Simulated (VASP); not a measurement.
```xyz
5
Lattice="-2.7206 2.7206 2.7206 2.7206 -2.7206 2.7206 2.7206 2.7206 -2.7206" Properties=species:S:1:pos:R:3 pbc="T T T"
Ge     0.0000     0.0000     0.0000
F      1.7371    -1.7371     1.7371
F      0.9834     0.9834     0.9834
F     -1.7371     1.7371     1.7371
F      1.7371     1.7371    -1.7371
```

All values below come from PBEsol GGA, VASP's PBE PAW potentials (set 64) (plane waves; VASP 6.6.1). Run with 520 eV cut-off, 6×6×6 Γ-centred mesh, Gaussian smearing of 0.010 eV, potentials Ge_d F.

Give the electronic dielectric tensor ε∞ (DFPT, local fields included).

```
1.90  0.00  0.00
0.00  1.90  0.00
0.00  0.00  1.90
```

Give the Born effective charges.

```
atom   Z*xx   Z*yy   Z*zz   mean
----  -----  -----  -----  -----
Ge1    3.02   3.02   3.02   3.02
F2    -0.75  -0.75  -0.75  -0.75
F3    -0.75  -0.75  -0.75  -0.75
F4    -0.75  -0.75  -0.75  -0.75
F5    -0.75  -0.75  -0.75  -0.75
```

And the static tensor with the ions free?

```
3.00  0.00  0.00
0.00  3.00  0.00
0.00  0.00  3.00
```

Which frequencies do the optical Γ-point modes have (no LO-TO splitting)?

119 (×3), 180 (×2), 232 (×3), 682, 732 (×3) cm⁻¹.

The piezoelectric tensor e of the same run, ions relaxed (C/m²):

|  | xx | yy | zz | yz | xz | xy |
|---|---|---|---|---|---|---|
| x | 0.00 | 0.00 | 0.00 | 0.14 | 0.00 | 0.00 |
| y | 0.00 | 0.00 | 0.00 | 0.00 | 0.14 | 0.00 |
| z | 0.00 | 0.00 | 0.00 | 0.00 | 0.00 | 0.14 |

The structure comes from a computed database's GeF4 entry (I-43m); how it stands against other phases isn't given here. It was relaxed first, which changed the volume by +7 %.
